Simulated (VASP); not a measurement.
Here is the system:

```
Ga2O3
1.0
    6.14023    -1.52378     0.00000
    6.14023     1.52378     0.00000
   -1.38413     0.00000     5.65035
Ga O
4 6
Direct
  0.34116   0.34116   0.68527
  0.65884   0.65884   0.31473
  0.90953   0.90953   0.20521
  0.09047   0.09047   0.79479
  0.50353   0.50353   0.74334
  0.49647   0.49647   0.25666
  0.82663   0.82663   0.43677
  0.17337   0.17337   0.56323
  0.16450   0.16450   0.10915
  0.83550   0.83550   0.89085
```

The numbers are results of PBE GGA, VASP's PBE PAW potentials (set 64) (plane waves; VASP), not measurements. Settings: 400 eV cut-off, 6×6×3 Γ-centred mesh, Gaussian smearing of 0.010 eV, potentials Ga_d O.

At this cut-off the stress carries a Pulay error, which pulls relaxed volumes low.

Predict the energy per atom (σ→0), pressure, largest force, band gap (on the k-mesh) with the smallest direct gap where there is one.

```json
{
  "band gap (on the k-mesh)": "2.32 eV",
  "smallest direct gap (on the k-mesh)": "2.32 eV",
  "energy per atom (σ→0)": "-5.969 eV/atom",
  "pressure": "1.54 GPa",
  "largest_force": "0.158 eV/Å"
}
```

The absolute energy has meaning only against runs of the same code, potentials and settings.

The structure comes from a computed database's Ga2O3 entry; how it stands against other phases isn't given here. The cell was not relaxed at this level.
